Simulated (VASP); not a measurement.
All values below come from LDA (Ceperley-Alder, Perdew-Zunger), VASP's LDA PAW potentials (set 64) (plane waves; VASP 6.6.1).

VASP input:

POSCAR:
```
RuAl
1
    2.9561123468     0.0000000000     0.0000000000
    0.0000000000     2.9561123468     0.0000000000
    0.0000000000     0.0000000000     2.9561123468
Al Ru
1 1
Direct
  0.5000000000   0.5000000000   0.5000000000
  0.0000000000   0.0000000000   0.0000000000
```

**KPOINTS**
```
K-points
0
G
12 12 12
```

**INCAR**
```
SYSTEM = RuAl
PREC = Accurate
ENCUT = 520
EDIFF = 1E-7
NELM = 100
ALGO = Normal
LREAL = .FALSE.
LASPH = .TRUE.
ISMEAR = 1
SIGMA = 0.1
LMAXMIX = 4
LWAVE = .FALSE.
LCHARG = .FALSE.
ISIF = 2
```

POTCAR, in this order: Al Ru_pv (LDA.64 set). Program: vasp_std.

Question: What will the output report for the number of irreducible k-points (NKPTS), largest plane-wave count, number of space-group operations, FFT grid (NGX, NGY, NGZ)?

Answer: 
The number of irreducible k-points (NKPTS) is 84, the largest plane-wave count comes out as 739 and the number of space-group operations is 48. The FFT grid (NGX, NGY, NGZ) is 24 × 24 × 24.

The compound is RuAl in the CsCl type structure. It was relaxed first. The electron count is odd and the run is not spin-polarised, which forces a metal.
